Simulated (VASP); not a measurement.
All values below come from PBE GGA, VASP's PBE PAW potentials (set 64) (plane waves; VASP).

VASP input:

**INCAR**
```
SYSTEM  =  La2O3
PREC  =  Accurate; ENCUT  =  620; LREAL  =  .FALSE.
LASPH  =  .TRUE.
EDIFF  =  1E-6; NELM  =  100; ALGO  =  Normal
LMAXMIX  =  6
ISMEAR  =  0; SIGMA  =  0.05
GGA  =  PE
IBRION  =  2; NSW  =  40; ISIF  =  3
EDIFFG  =  -0.02; PSTRESS  =  450
LWAVE  =  .FALSE.; LCHARG  =  .FALSE.
```

File KPOINTS:
```
Automatic mesh
0
Gamma
7 7 4
0 0 0
```

**POSCAR**
```
La2O3
1
    1.9136767728    -3.3145838495     0.0000000000
    1.9136767728     3.3145838495     0.0000000000
    0.0000000000     0.0000000000     5.3902580961
La O
2 3
Direct
  0.3333330000   0.6666670000   0.2310043388
  0.6666670000   0.3333330000   0.7689956612
  0.0000000000   0.0000000000   0.0000000000
  0.3333330000   0.6666670000   0.6581782149
  0.6666670000   0.3333330000   0.3418217851
```

POTCAR, in this order: La O (PBE.64 set). Program: vasp_std.

Energy and stress use the plane-wave basis of the starting cell.

Question: Estimate the energy per atom (σ→0), volume per atom.

Answer: 
The energy per atom (σ→0) is -7.943 eV/atom and the volume per atom is 12.88 Å³/atom.

File OSZICAR:
```
...
DAV:   1    -0.397111822682E+02   -0.18972E-01   -0.83679E-01  1792   0.810E+00    0.229E-01
DAV:   2    -0.397157863596E+02   -0.46041E-02   -0.52845E-02  2232   0.256E+00    0.139E-01
DAV:   3    -0.397155126141E+02    0.27375E-03   -0.14965E-03  2400   0.411E-01    0.883E-02
DAV:   4    -0.397153611090E+02    0.15151E-03   -0.12318E-03  2608   0.331E-01    0.273E-02
DAV:   5    -0.397153586285E+02    0.24805E-05   -0.16932E-04  2080   0.110E-01    0.191E-02
DAV:   6    -0.397153551669E+02    0.34616E-05   -0.56987E-05  2448   0.640E-02    0.779E-03
DAV:   7    -0.397153543399E+02    0.82705E-06   -0.50473E-06  1720   0.223E-02
  12 F= -.21627552E+02 E0= -.21627552E+02  d E =-.101807E-02
```

The compound is La2O3 in the a-type structure. This run relaxes it under an external pressure of 45 GPa. Symmetry was kept, so distortions that lower it aren't found.
